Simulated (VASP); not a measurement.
```
CELL_PARAMETERS angstrom
      3.55328     0.00000     0.00000
     -1.77664     3.07723     0.00000
      0.00000     0.00000     6.42460
ATOMIC_POSITIONS crystal
  Ba 0.00000 0.00000 0.00000
  Ba 0.00000 0.00000 0.50000
  O  0.33333 0.66667 0.25000
  O  0.66667 0.33333 0.75000
```

Method: PBEsol GGA, VASP's PBE PAW potentials (set 64) (plane waves; VASP 6.6.1). Settings: 620 eV cut-off, 7×7×4 Γ-centred mesh, Gaussian smearing of 0.050 eV, potentials Ba_sv O.

Task: What does the run give for the energy per atom (σ→0), pressure?

Result: 
```
Item                           Result
---------------------  --------------
energy per atom (σ→0)  -5.886 eV/atom
pressure                   200.0 kbar
```

The structure was generated: BaO was put into the NiAs type type (P6_3/mmc), which need not be its known phase. It was relaxed first under an external pressure of 20 GPa.
